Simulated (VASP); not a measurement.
Input of a VASP 6.6.1 run:

INCAR

```
PREC = Accurate
ENCUT = 600
EDIFF = 1E-6
ISMEAR = 0
SIGMA = 0.05
LREAL = F
LASPH = T
NELM = 60
ALGO = Fast
ISIF = 3
LWAVE = F
LCHARG = F
GGA = PS
IBRION = 2
NSW = 40
EDIFFG = -0.01
```

Contents of KPOINTS:

```
Automatic mesh
0
Gamma
  8 8 8
```

The input POSCAR:

```
InB3
1.0
    3.5840100000      0.0000000000      0.0000000000
    0.0000000000      3.5840100000      0.0000000000
    0.0000000000      0.0000000000      3.5840100000
In B
1 3
Direct
    0.0000000000      0.0000000000      0.0000000000
    0.0000000000      0.5000000000      0.5000000000
    0.5000000000      0.0000000000      0.5000000000
    0.5000000000      0.5000000000      0.0000000000
```

Potentials or basis: VASP PAW PBE potentials, release 64 (In_d, B).

Run with:

```sh
$ cat potpaw_PBE.64/In_d/POTCAR potpaw_PBE.64/B/POTCAR > POTCAR
$ mpirun -np 1 vasp_std > vasp.out
```

**Question.** Predict the band gap on the k mesh.

**Answer.** None (metal or under the smearing width).

**Question.** What does it give for the space group after relaxing (to 0.05 Å)?

**Answer.** Pm-3m (No. 221).

**Question.** Predict the relaxed cell.

**Answer.** a = 3.550 Å, b = 3.550 Å, c = 3.550 Å, α = 90.00°, β = 90.00°, γ = 90.00°.

**Question.** What does it give for the relaxed volume?

**Answer.** 11.19 Å³/atom.

The path:
| step | energy change (eV) | largest force (eV/Å) | pressure (GPa) | volume (Å³) |
| --- | --- | --- | --- | --- |
| 1 | 0.0000 | 0.0000 | -3.34 | 46.04 |
| 2 | -0.0126 | 0.0000 | 0.71 | 44.46 |
| 3 | -0.0133 | 0.0000 | 0.00 | 44.75 |

Caveat: the PAW data sets were made with another functional, which shifts forces and pressure a little.
